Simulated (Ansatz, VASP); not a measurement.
# Ga2S3: VASP beside Ansatz, part 2 of 2

Aim: how closely do two programs agree when they are given the same cell, functional and k mesh? The cell is taken from a series of runs on this material, whose earlier steps may have relaxed, scaled, displaced or heated it; both programs get it as it stands.

VASP 6.6.1 and Ansatz 0.2.0.

So far: The starting structure; Ansatz: dielectric response, LDA.

**3. VASP: dielectric response, LDA**

Level of this step: LDA; plane waves and PAW (Ga_d, S) (VASP).

The same cell, functional (in two slightly different forms) and mesh now go to VASP, with its own data sets.

Lines of VASP's logs that name or quote its potential files are left out, and so is its time.

INCAR reads:

```
SYSTEM = Ga2S3
PREC = Accurate
ENCUT = 400
EDIFF = 1E-08
NELM = 120
ISMEAR = 0
SIGMA = 0.01
LREAL = .FALSE.
ALGO = Normal
GGA = CA
NBANDS = 28
LORBIT = 11
LWAVE = .FALSE.
LCHARG = .FALSE.
ISIF = 2
LEPSILON = .TRUE.
LASPH = .TRUE.
GGA_COMPAT = .FALSE.
EFERMI = MIDGAP
KPAR = 2
```

POSCAR reads:

```
Ga2S3
1.0
   -1.8363377600      5.5706192800      2.6730524600
    1.8363377600     -5.5706192800      2.6730524600
    1.8363377600      5.5706192800     -2.6730524600
Ga S
2 3
Direct
    0.1664207900      0.0073656600      0.1590551300
    0.8483105300      0.0073656600      0.8409448700
    0.9074766600      0.2417238300      0.6657528300
    0.5759710000      0.2417238300      0.3342471700
    0.2518200300      0.2518200300      0.0000000000
```

KPOINTS reads:

```
Automatic mesh
0
Gamma
8 8 8
0 0 0
```

PAW data sets: Ga_d and S (LDA family, release 64).

Started as:

```console
$ mpirun -np 2 vasp_std
```

Numbers of over 12 decimals in the logs are rounded to 6 here.

What it wrote:

```text
[banner, memory and clock lines left out]
running    2 mpi-ranks, on    1 nodes
 distrk:  each k-point on    1 cores,    2 groups
 distr:  one band on    1 cores,    1 groups

 POSCAR found type information on POSCAR GaS
 POSCAR found :  2 types and       5 ions
 LDA part: xc-table for (Slater(with rela. corr.)+CA(PZ))
 , standard interpolation
 POSCAR, INCAR and KPOINTS ok, starting setup
 FFT: planning ... GRIDC
 FFT: planning ... GRID_SOFT
 FFT: planning ... GRID
 WAVECAR not read
 entering main loop
       N       E                     dE             d eps       ncg     rms          rms(c)
DAV:   1     0.332819000252E+03    0.33282E+03   -0.18015E+04  5388   0.182E+03
DAV:   2     0.182183523656E+02   -0.31460E+03   -0.30445E+03  6080   0.440E+02
DAV:   3    -0.235054620815E+02   -0.41724E+02   -0.40973E+02  6272   0.136E+02
DAV:   4    -0.255093338258E+02   -0.20039E+01   -0.19953E+01  7400   0.313E+01
DAV:   5    -0.255516086448E+02   -0.42275E-01   -0.42246E-01  6580   0.416E+00    0.108E+01
DAV:   6    -0.246492288965E+02    0.90238E+00   -0.17316E+00  8260   0.266E+01    0.755E+00
DAV:   7    -0.245637929950E+02    0.85436E-01   -0.77284E-01  7552   0.595E+00    0.230E+00
DAV:   8    -0.245538839117E+02    0.99091E-02   -0.15552E-01  6860   0.508E+00    0.109E+00
DAV:   9    -0.245523868933E+02    0.14970E-02   -0.13812E-02  8216   0.165E+00    0.275E-01
DAV:  10    -0.245523792768E+02    0.76165E-05   -0.28059E-03  8336   0.481E-01    0.911E-02
DAV:  11    -0.245524191641E+02   -0.39887E-04   -0.57366E-04  6200   0.214E-01    0.506E-02
DAV:  12    -0.245524191851E+02   -0.20976E-07   -0.42268E-05  7276   0.101E-01    0.186E-02
DAV:  13    -0.245524206315E+02   -0.14465E-05   -0.10634E-05  6856   0.359E-02    0.112E-02
DAV:  14    -0.245524206484E+02   -0.16868E-07   -0.11256E-06  7412   0.113E-02    0.608E-03
DAV:  15    -0.245524206346E+02    0.13785E-07   -0.19484E-07  8604   0.478E-03    0.280E-03
DAV:  16    -0.245524206386E+02   -0.40254E-08   -0.54889E-08  5948   0.174E-03
   1 F= -.24552421E+02 E0= -.24552421E+02  d E =0.000000E+00
 Linear response reoptimize wavefunctions to high precision
DAV:   1    -0.245524206382E+02    0.44656E-09   -0.32526E-09  4056   0.885E-04
DAV:   2    -0.245524206383E+02   -0.50932E-10   -0.74354E-10  3568   0.221E-04
 Linear response G [H, r] |phi>, progress :
  Direction:   1
       N       E                     dE             d eps       ncg     rms
RMM:   1    -0.943369323201E+02   -0.94337E+02    0.45123E+02  6335   0.298E+02
RMM:   2    -0.112769228995E+03   -0.18432E+02   -0.24343E+02 10471   0.625E+01
RMM:   3    -0.120242285202E+03   -0.74731E+01   -0.42786E+01 11092   0.211E+01
RMM:   4    -0.120690326870E+03   -0.44804E+00   -0.26088E+00 11293   0.696E+00
RMM:   5    -0.120715446251E+03   -0.25119E-01   -0.31126E-01 11166   0.231E+00
RMM:   6    -0.120717592760E+03   -0.21465E-02   -0.51909E-02 11396   0.840E-01
RMM:   7    -0.120718594764E+03   -0.10020E-02   -0.11136E-02 11602   0.317E-01
RMM:   8    -0.120718496445E+03    0.98319E-04   -0.23481E-03 11754   0.130E-01
RMM:   9    -0.120718547610E+03   -0.51165E-04   -0.11183E-03 11860   0.559E-02
RMM:  10    -0.120718496779E+03    0.50831E-04   -0.28001E-04 12017   0.274E-02
RMM:  11    -0.120718513093E+03   -0.16314E-04   -0.40010E-04 12080   0.148E-02
RMM:  12    -0.120718489869E+03    0.23223E-04   -0.10487E-04 11923   0.998E-03
RMM:  13    -0.120718497119E+03   -0.72500E-05   -0.17342E-04 11753   0.785E-03
RMM:  14    -0.120718493911E+03    0.32080E-05   -0.16402E-04 11444   0.709E-03
RMM:  15    -0.120718494494E+03   -0.58306E-06   -0.16058E-04 11132   0.672E-03
RMM:  16    -0.120718493096E+03    0.13989E-05   -0.16721E-04 10972   0.659E-03
RMM:  17    -0.120718496005E+03   -0.29098E-05   -0.17377E-04 10850   0.650E-03
 Linear response G [H, r] |phi>, progress :
  Direction:   2
       N       E                     dE             d eps       ncg     rms
RMM:   1    -0.980544177335E+02   -0.98054E+02    0.40489E+02  6149   0.314E+02
RMM:   2    -0.112292379023E+03   -0.14238E+02   -0.25651E+02 10527   0.640E+01
RMM:   3    -0.120660305886E+03   -0.83679E+01   -0.47881E+01 11154   0.220E+01
RMM:   4    -0.121347252890E+03   -0.68695E+00   -0.31056E+00 11342   0.735E+00
RMM:   5    -0.121361045700E+03   -0.13793E-01   -0.34312E-01 11302   0.249E+00
RMM:   6    -0.121373689418E+03   -0.12644E-01   -0.12318E-01 11432   0.965E-01
RMM:   7    -0.121369273200E+03    0.44162E-02   -0.13619E-03 11595   0.369E-01
RMM:   8    -0.121371215499E+03   -0.19423E-02   -0.76775E-03 11767   0.158E-01
RMM:   9    -0.121370524751E+03    0.69075E-03    0.23475E-03 12029   0.680E-02
RMM:  10    -0.121370888337E+03   -0.36359E-03   -0.65426E-04 12051   0.336E-02
RMM:  11    -0.121370770491E+03    0.11785E-03    0.69593E-04 12122   0.179E-02
RMM:  12    -0.121370870468E+03   -0.99977E-04   -0.26453E-04 11968   0.116E-02
RMM:  13    -0.121370832785E+03    0.37684E-04    0.11888E-04 11890   0.880E-03
[...]
RMM:   2    -0.178370007028E+01   -0.13033E+01   -0.80288E-01 11005   0.283E+00
RMM:   3    -0.180105241823E+01   -0.17352E-01   -0.83645E-02 10922   0.800E-01
RMM:   4    -0.180213202543E+01   -0.10796E-02   -0.38261E-03 10784   0.214E-01
RMM:   5    -0.180223124430E+01   -0.99219E-04   -0.60377E-04 11002   0.716E-02
[...]
RMM:   7    -0.186438061772E+01   -0.39586E-05   -0.17399E-05 11093   0.110E-02
RMM:   8    -0.186438146730E+01   -0.84958E-06   -0.53213E-06 11016   0.453E-03
RMM:   9    -0.186438150852E+01   -0.41213E-07   -0.93199E-07 10837   0.194E-03
RMM:  10    -0.186438155688E+01   -0.48362E-07   -0.62857E-07 10143   0.970E-04
RMM:  11    -0.186438155054E+01    0.63438E-08   -0.35938E-07  9251   0.577E-04
RMM:  12    -0.186438155005E+01    0.48153E-09   -0.33246E-07  7366   0.442E-04
RMM:  13    -0.186438155194E+01   -0.18899E-08   -0.46016E-07  6650   0.397E-04
RMM:  14    -0.186438155186E+01    0.82223E-10   -0.95054E-07  6468   0.382E-04
RMM:  15    -0.186438155139E+01    0.46872E-09   -0.19031E-06  6353   0.377E-04
RMM:  16    -0.186438155357E+01   -0.21818E-08   -0.34121E-07  6296   0.375E-04
 change of polarisation eV/A/(eV/A) component  3 :     0.000    -0.065     3.729
 dielectric tensor                  component  3 :     0.001    -0.107     7.169
 Linear response to external field, progress :
  Direction:   1
       N       E                     dE             d eps       ncg     rms          rms(c)
RMM:   1    -0.480408236829E+00   -0.48041E+00    0.55992E+00  9668   0.103E+01
RMM:   2    -0.178373808003E+01   -0.13033E+01   -0.80326E-01 17481   0.283E+00    0.252E+00
RMM:   3    -0.168210767182E+01    0.10163E+00   -0.13757E-01 16540   0.154E+00    0.134E+00
RMM:   4    -0.171891064154E+01   -0.36803E-01   -0.17322E-01 17237   0.152E+00    0.303E-01
RMM:   5    -0.172482350080E+01   -0.59129E-02   -0.14380E-02 16595   0.558E-01    0.149E-01
RMM:   6    -0.173437096889E+01   -0.95475E-02   -0.33014E-03 16815   0.260E-01    0.269E-02
RMM:   7    -0.173453037258E+01   -0.15940E-03   -0.38976E-04 17596   0.904E-02    0.174E-02
RMM:   8    -0.173522691089E+01   -0.69654E-03   -0.67421E-05 17603   0.347E-02    0.113E-02
RMM:   9    -0.173493865724E+01    0.28825E-03   -0.89722E-06 17448   0.142E-02    0.200E-03
RMM:  10    -0.173497281861E+01   -0.34161E-04   -0.25658E-06 18433   0.593E-03    0.715E-04
RMM:  11    -0.173496616560E+01    0.66530E-05   -0.48940E-07 17153   0.201E-03    0.423E-04
RMM:  12    -0.173496337456E+01    0.27910E-05   -0.20124E-07 17413   0.862E-04    0.220E-04
RMM:  13    -0.173495565665E+01    0.77179E-05   -0.29951E-07 17484   0.646E-04    0.750E-05
RMM:  14    -0.173495841654E+01   -0.27599E-05   -0.26370E-07 14232   0.411E-04    0.111E-05
RMM:  15    -0.173495851693E+01   -0.10039E-06   -0.17102E-07 12419   0.324E-04    0.774E-06
 change of polarisation eV/A/(eV/A) component  1 :     3.258     0.013     0.000
 dielectric tensor                  component  1 :     6.391     0.021     0.000
 Linear response to external field, progress :
  Direction:   2
       N       E                     dE             d eps       ncg     rms          rms(c)
RMM:   1    -0.361272273472E+00   -0.36127E+00    0.71289E+00  9422   0.110E+01
RMM:   2    -0.182477763188E+01   -0.14635E+01   -0.97268E-01 17672   0.296E+00    0.287E+00
RMM:   3    -0.165422932472E+01    0.17055E+00   -0.29206E-01 17184   0.199E+00    0.134E+00
RMM:   4    -0.167081306600E+01   -0.16584E-01   -0.17508E-01 17693   0.146E+00    0.438E-01
RMM:   5    -0.168630583751E+01   -0.15493E-01   -0.10764E-02 17307   0.484E-01    0.202E-01
RMM:   6    -0.170053494254E+01   -0.14229E-01   -0.95924E-05 17431   0.211E-01    0.572E-02
RMM:   7    -0.170048313796E+01    0.51805E-04   -0.58564E-04 16813   0.852E-02    0.254E-02
RMM:   8    -0.170151064595E+01   -0.10275E-02   -0.16767E-05 17301   0.354E-02    0.130E-02
RMM:   9    -0.170154833210E+01   -0.37686E-04   -0.81823E-05 17772   0.148E-02    0.492E-03
RMM:  10    -0.170165122026E+01   -0.10289E-03    0.51196E-05 18405   0.656E-03    0.224E-03
RMM:  11    -0.170165093852E+01    0.28174E-06   -0.24278E-05 17390   0.288E-03    0.118E-03
RMM:  12    -0.170164423912E+01    0.66994E-05    0.15265E-06 16696   0.129E-03    0.334E-04
RMM:  13    -0.170164273291E+01    0.15062E-05   -0.11026E-05 18046   0.655E-04    0.196E-04
RMM:  14    -0.170164028432E+01    0.24486E-05    0.11495E-07 15456   0.427E-04    0.543E-05
RMM:  15    -0.170164085072E+01   -0.56640E-06    0.14162E-06 14331   0.356E-04    0.465E-05
RMM:  16    -0.170164074103E+01    0.10969E-06    0.98408E-07 11850   0.323E-04    0.105E-05
RMM:  17    -0.170164040751E+01    0.33352E-06    0.40064E-06  9839   0.310E-04    0.102E-05
RMM:  18    -0.170164087922E+01   -0.47171E-06   -0.21744E-06  9597   0.308E-04    0.572E-06
 change of polarisation eV/A/(eV/A) component  2 :     0.023     3.198    -0.000
 dielectric tensor                  component  2 :     0.038     6.290    -0.000
 Linear response to external field, progress :
  Direction:   3
       N       E                     dE             d eps       ncg     rms          rms(c)
RMM:   1    -0.455403351727E+00   -0.45540E+00    0.61143E+00  6095   0.105E+01
RMM:   2    -0.183888661051E+01   -0.13835E+01   -0.92016E-01 10988   0.296E+00    0.306E+00
RMM:   3    -0.156891244378E+01    0.26997E+00   -0.47913E-01 10730   0.226E+00    0.128E+00
RMM:   4    -0.157813541413E+01   -0.92230E-02   -0.15163E-01 11374   0.124E+00    0.617E-01
RMM:   5    -0.160150426580E+01   -0.23369E-01   -0.15203E-02 10760   0.514E-01    0.168E-01
RMM:   6    -0.161174813294E+01   -0.10244E-01   -0.22577E-03 11292   0.206E-01    0.738E-02
RMM:   7    -0.161519393137E+01   -0.34458E-02   -0.45104E-04 10876   0.913E-02    0.225E-02
RMM:   8    -0.161572624370E+01   -0.53231E-03   -0.77062E-05 10772   0.332E-02    0.205E-02
RMM:   9    -0.161563883561E+01    0.87408E-04    0.57070E-06 11236   0.160E-02    0.461E-03
RMM:  10    -0.161572845715E+01   -0.89622E-04   -0.12474E-05 10591   0.548E-03    0.191E-03
RMM:  11    -0.161571266042E+01    0.15797E-04    0.31113E-06 11396   0.209E-03    0.121E-03
RMM:  12    -0.161570870662E+01    0.39538E-05   -0.17912E-06 11171   0.115E-03    0.306E-04
RMM:  13    -0.161570710366E+01    0.16030E-05   -0.21799E-07 11276   0.636E-04    0.116E-04
RMM:  14    -0.161570695897E+01    0.14469E-06    0.10133E-09  9526   0.420E-04    0.710E-05
RMM:  15    -0.161570595659E+01    0.10024E-05    0.35750E-07  7696   0.352E-04    0.185E-05
RMM:  16    -0.161570589954E+01    0.57058E-07   -0.64968E-08  6958   0.334E-04    0.106E-05
RMM:  17    -0.161570584857E+01    0.50967E-07    0.91536E-07  6395   0.325E-04    0.491E-06
 change of polarisation eV/A/(eV/A) component  3 :    -0.001    -0.058     3.030
 dielectric tensor                  component  3 :    -0.002    -0.097     6.013
 Born effective charges drift removed
```

Parts of OUTCAR (step 3):

```text
ion  position               nearest neighbor table
   1  0.166  0.007  0.159-   5 2.20   4 2.32   3 2.32   3 2.32
   2  0.848  0.007  0.841-   5 2.20   3 2.32   4 2.32   4 2.32
   3  0.907  0.242  0.666-   2 2.32   1 2.32   1 2.32
   4  0.576  0.242  0.334-   1 2.32   2 2.32   2 2.32
   5  0.252  0.252  0.000-   2 2.20   1 2.20

  LATTYP: Found a body centered orthorhombic cell.
 ALAT       =     3.6726755200
 B/A-ratio  =     1.4556431383
 C/A-ratio  =     3.0335482945

 Subroutine GETGRP returns: Found  4 space group operations
 (whereof  4 operations were pure point group operations)

The static configuration has the point symmetry C_2v.

 Found     95 irreducible k-points:

   k-points           NKPTS =     95   k-points in BZ     NKDIM =     95   number of bands    NBANDS=     28

   dimension x,y,z NGX =    42 NGY =   42 NGZ =   42
   dimension x,y,z NGXF=    84 NGYF=   84 NGZF=   84

   ENCUT  =  400.0 eV  29.40 Ry    5.42 a.u.  10.51 10.51 10.51*2*pi/ulx,y,z

   NELECT =      44.0000    total number of electrons

 k-points in reciprocal lattice and weights: Automatic mesh
   0.00000000  0.00000000  0.00000000       0.002
   0.12500000  0.00000000  0.00000000       0.008
   0.25000000  0.00000000  0.00000000       0.008
   0.37500000  0.00000000 -0.00000000       0.008
   0.50000000  0.00000000  0.00000000       0.004
   0.00000000  0.12500000  0.00000000       0.008
   0.12500000  0.12500000  0.00000000       0.016
   0.25000000  0.12500000 -0.00000000       0.016
   0.37500000  0.12500000 -0.00000000       0.016
[...]
-0.37500000 -0.37500000  0.37500000       0.004
   0.50000000  0.50000000  0.50000000       0.002

 average (electrostatic) potential at core
       1 -68.0906       2 -68.0906       3 -88.6638       4 -88.6638       5 -87.7263

  Total       -1.8648171     -1.8181591     -1.7080314      0.0000000      0.0000000      0.0000000
  in kB      -27.3163906    -26.6329304    -25.0197476      0.0000000      0.0000000      0.0000000
  external PRESSURE =     -26.3230229 kB  Pullay stress =       0.0000000 kB

  energy-cutoff  :      400.00
  volume of cell :      109.38
      direct lattice vectors                 reciprocal lattice vectors
    -1.836337760  5.570619280  2.673052460     0.000000000  0.089756628  0.187052072
     1.836337760 -5.570619280  2.673052460     0.272281064  0.000000000  0.187052072
     1.836337760  5.570619280 -2.673052460     0.272281064  0.089756628  0.000000000

 POSITION                                       TOTAL-FORCE (eV/Angst)
 -----------------------------------------------------------------------------------
      0.00000      1.77207      0.03938        -0.000000      0.034738      0.005859
      0.00000      9.36917      0.03938         0.000000     -0.034738      0.005859
      0.00000      7.41731      1.29228         0.000000      0.021752      0.010794
     -0.00000      3.72393      1.29228        -0.000000     -0.021752      0.010794
      0.00000      0.00000      1.34626         0.000000      0.000000     -0.033307
 -----------------------------------------------------------------------------------
    total drift:                                0.000003      0.000002     -0.000082

 MACROSCOPIC STATIC DIELECTRIC TENSOR (including local field effects in DFT)
 ------------------------------------------------------
           6.390729     0.000000     0.000000
           0.000000     6.290002     0.000000
           0.000000     0.000000     6.012964
 ------------------------------------------------------

 PIEZOELECTRIC TENSOR (including local field effects)  for field in x, y, z        (C/m^2)
          XX          YY          ZZ          XY          YZ          ZX
  --------------------------------------------------------------------------------
  x     0.00000     0.00000     0.00000     0.00000     0.00000     0.69260
  y     0.00000     0.00000     0.00000     0.00000    -0.50321     0.00000
  z     0.51192    -0.43410     0.02836     0.00000     0.00000     0.00000

 BORN EFFECTIVE CHARGES (including local field effects) (in |e|, cummulative output)
 ---------------------------------------------------------------------------------
 ion    1
    1     2.80669     0.00000     0.00000
    2     0.00000     2.77688    -0.70087
    3     0.00000     0.71466     2.39129
 ion    2
    1     2.80669     0.00000     0.00000
    2     0.00000     2.77688     0.70087
    3     0.00000    -0.71466     2.39129
 ion    3
    1    -2.35483     0.00000     0.00000
    2     0.00000    -1.49463     0.70927
    3     0.00000     0.59539    -1.75772
 ion    4
    1    -2.35483     0.00000     0.00000
    2     0.00000    -1.49463    -0.70927
    3     0.00000    -0.59539    -1.75772
 ion    5
    1    -0.90372     0.00000     0.00000
    2     0.00000    -2.56450     0.00000
    3     0.00000     0.00000    -1.26715
```

The dielectric response converges more slowly with the mesh than energies do, so tensor and charges may still move on a finer one.

**4. Side by side**

Known differences besides the potentials themselves: the two LDA forms differ slightly; fixed occupations in Ansatz, narrow Gaussian smearing in VASP; VASP's response is taken on the typed mesh, Ansatz refines its own for the field response alone; the cutoff is 420 eV in Ansatz and 400 eV in VASP; VASP's log shows a relativistic correction to its local exchange, Ansatz's none. Total energies have different zeros and are not compared.

Compared:

| quantity | Ansatz | VASP | difference |
| --- | --- | --- | --- |
| ε∞ xx | 6.34 | 6.39 | -0.83 % |
| ε∞ yy | 6.35 | 6.29 | +0.97 % |
| ε∞ zz | 6.06 | 6.01 | +0.73 % |
| Born charge of Ga1 (mean of the diagonal) (e) | 2.65 | 2.66 | -0.01 |
| Born charge of S3 (mean of the diagonal) (e) | -1.86 | -1.87 | +0.01 |

**5. Summary of results**

| Property | Result |
| --- | --- |
| difference in ε∞ yy (dielectric response, LDA) | 0.97 % |

In words: The difference in ε∞ yy is 0.97 % (dielectric response, LDA), within the 5 % picked in this series as the mark of a large difference. Such differences can come from data sets, numerical settings and the points named under the comparisons, not from the functional's error against experiment.

[Lines on the potential files, build, host, timing and source positions are cut from VASP's logs without a mark.]

[Logs are printed without paths, hosts, clocks, repeated set-up lines and the standing remarks that a program may print on its own settings, such as how far it seeks lower states.]

[Hosts, paths, dates, database ids (printed as entryN), source tags and the programs' standing remarks are cut or masked in the printed files.]
